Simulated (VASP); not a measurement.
Crystal: BPt.

```
B Pt
1.0
    -1.61132    1.61132    2.25163
     1.61132   -1.61132    2.25163
     1.61132    1.61132   -2.25163
B Pt
1 1
Direct
  0.50000 0.50000 0.00000
  0.00000 0.00000 0.00000
```

The cell was built by a generator and needn't be a form met in nature.

| Item | Value |
| --- | --- |
| Program | VASP 6.6.1 |
| Task | relaxation of cell and atoms |
| Functional | r2SCANh |
| Potentials or basis | VASP PAW PBE potentials, release 64 (B, Pt) |
| Cutoff | 600 eV |
| k mesh | 6 × 6 × 6 |
| Occupations | gaussian, width 0.05 eV |
| Spin | no spin polarisation |

At the start: pressure -6.8 GPa; volume 11.69 Å³/atom.

Question: How do energy, volume and symmetry change on relaxing?

Answer: Over 5 steps the energy falls by 7.9 meV/atom and the volume is 11.37 Å³/atom (-2.8 %); space group Fm-3m (No. 225, to 0.05 Å).

Step by step:
```
step  energy change (eV)  largest force (eV/Å)  pressure (GPa)  volume (Å³)
   1              0.0000                0.0000           -6.83        23.38
   2              0.0242                0.0000           13.34        21.74
   3             -0.0151                0.0000            0.15        22.73
   4             -0.0151                0.0000            0.28        22.72
   5             -0.0158                0.0000            0.13        22.73
```

Final structure:
```xyz
2
Lattice="-1.5902 1.5902 2.2473 1.5902 -1.5902 2.2473 1.5902 1.5902 -2.2473" Properties=species:S:1:pos:R:3 pbc="T T T"
B     0.0000    0.0000    2.2473
Pt    1.5902    1.5902   -2.2473
```

Caveat: the k mesh is coarse (spacing up to 0.46 Å⁻¹), so the values aren't converged, least of all with exact exchange; the PAW data sets were made with another functional, which shifts forces and pressure a little.
